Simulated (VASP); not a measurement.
VASP runs on SrVO3 (space group Pm-3m) share one base input (PBE GGA, plane waves, VASP's PBE PAW potentials (set 64)) and change the settings named in each case.

**KPOINTS**
```
Automatic mesh
0
gamma
 9 9 9
0 0 0
```

### POSCAR
```
SrVO3
3.784320
  1.0000000000   0.0000000000   0.0000000000
  0.0000000000   1.0000000000   0.0000000000
  0.0000000000   0.0000000000   1.0000000000
Sr V O
1 1 3
Cartesian
  0.0000000000   0.0000000000   0.0000000000
  0.5000000000   0.5000000000   0.5000000000
  0.5000000000   0.0000000000   0.5000000000
  0.0000000000   0.5000000000   0.5000000000
  0.5000000000   0.5000000000   0.0000000000
```

INCAR:
```
# general
SYSTEM   =  SrVO3
PREC     =  Accurate
ENCUT    =  400
LREAL    =  F
LASPH    =  T

# electronic loop
EDIFF    =  1E-6
NELM     =  100
ALGO     =  Normal
LMAXMIX  =  4

# smearing
ISMEAR   =  -1
SIGMA    =  0.1

# functional
GGA      =  PE

# ions
ISIF     =  2

# output
LWAVE    =  F
LCHARG   =  F
```

POTCAR, in this order: Sr_sv V_sv O (PBE.64 set). Program: vasp_std.

```
change                                                                                                                                                  E(σ→0) (eV/atom)  pressure (GPa)  −TS (eV)
------------------------------------------------------------------------------------------------------------------------------------------------------  ----------------  --------------  --------
base run                                                                                                                                                         -7.8381            7.43   -0.0621
GGA = PS                                                                                                                                                         -8.2813             [?]       [?]
GGA_COMPAT = .FALSE., LNONCOLLINEAR = .TRUE., LSORBIT = .TRUE., MAGMOM = 0.0 0.0 0.0 0.0 0.0 0.0 0.0 0.0 0.0 0.0 0.0 0.0 0.0 0.0 0.0, program vasp_ncl           -7.8570            7.36   -0.0620
KPOINTS 5×5×5 Γ-centred mesh                                                                                                                                     -7.8273            7.71   -0.0789
LDAU = .TRUE., LDAUJ = 0 0 0, LDAUL = -1 2 -1, LDAUTYPE = 2, LDAUU = 0 5.0 0                                                                                     -6.7907           12.16   -0.0625
```

**Question.** Complete the blanks.

**Answer.** 
- GGA = PS, pressure (GPa): -0.55
- GGA = PS, −TS (eV): -0.0616

Energies of different potentials or functionals have different zeros.  At 400 eV the pressure can carry a Pulay error.

Left out are runs that ran out of time, are held back, or changed the cell or the kind of run, fixed moments of cells without a moment, rows past the twelfth, gaps on odd meshes, pressures of charged cells and columns that move by less than the noise.

The structure is a typed SrVO3 crystal (Pm-3m). The cell was not relaxed at this level, its lattice was scaled by up to 2.5 %.
